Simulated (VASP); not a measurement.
```
CELL_PARAMETERS angstrom
      1.51955    -2.63194     0.00000
      1.51955     2.63194     0.00000
      0.00000     0.00000     3.43012
ATOMIC_POSITIONS crystal
  Mg 0.00000 0.00000 0.00000
  B  0.33333 0.66667 0.50000
  B  0.66667 0.33333 0.50000
```

Method: LDA (Ceperley-Alder, Perdew-Zunger), VASP's LDA PAW potentials (set 64) (plane waves; VASP 6.6.1). Numerical set-up: 520 eV cut-off, 13×13×10 Γ-centred mesh, tetrahedra with Blöchl corrections, potentials Mg B.

Task: What does the run give for the energy per atom (σ→0), band gap (on the k-mesh) with the smallest direct gap where there is one?

Result: 
```
Quantity                                                     Value
------------------------  ----------------------------------------
band gap (on the k-mesh)  none (metal, semimetal or under 0.01 eV)
energy per atom (σ→0)                           -556.0 kJ/mol-atom
```

The absolute energy has meaning only against runs of the same code, potentials and settings.

The compound is MgB2 in the AlB2 type structure. It was relaxed first, which changed the volume by -6 %.
